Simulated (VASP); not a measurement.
Given:

```xyz
2
Lattice="3.1833 0.0000 0.0000 0.0000 3.1833 0.0000 0.0000 0.0000 3.1833" Properties=species:S:1:pos:R:3 pbc="T T T"
Zr     0.0000     0.0000     0.0000
S      1.5916     1.5916     1.5916
```

All values below come from PBEsol GGA, VASP's PBE PAW potentials (set 64) (plane waves; VASP). Settings: 400 eV cut-off, 13×13×13 Γ-centred mesh, tetrahedra with Blöchl corrections, potentials Zr_sv S.

What does the run give for the energy per atom (σ→0), band gap (on the k-mesh) with the smallest direct gap where there is one?

* **band gap (on the k-mesh)**: none (metal, semimetal or under 0.01 eV)
* **energy per atom (σ→0)**: -8.226 eV/atom

The structure was generated: ZrS was put into the CsCl type type (Pm-3m), which need not be its known phase. It was relaxed first, which changed the volume by -33 %.
